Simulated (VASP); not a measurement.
Data:

```
Ga
1.0
    2.25280    -3.79607     0.00000
    2.25280     3.79607     0.00000
    0.00000     0.00000     4.61699
Ga
4
Cartesian
  2.25280   2.61396   4.23932
  2.25280   1.18211   1.93083
  2.25280  -1.18211   2.68617
  2.25280  -2.61396   0.37767
```

All values below come from PBE GGA, VASP's PBE PAW potentials (set 64) (plane waves; VASP 6.6.1). Run with 480 eV cut-off, 8×8×6 Γ-centred mesh, first-order Methfessel-Paxton smearing of 0.10 eV, potentials Ga_d.

Q: Estimate the energy per atom (σ→0), pressure, largest force, band gap (on the k-mesh) with the smallest direct gap where there is one.

A: 
The band gap (on the k-mesh) is none (metal, semimetal or under 0.01 eV) and the energy per atom (σ→0) is -2.898 eV/atom. The pressure comes out as 1.65 GPa and the largest force comes out as 0.00246 Ha/bohr.

The absolute energy has meaning only against runs of the same code, potentials and settings.

The compound is Ga in the alpha structure. This cell was strained or had an atom moved on purpose.
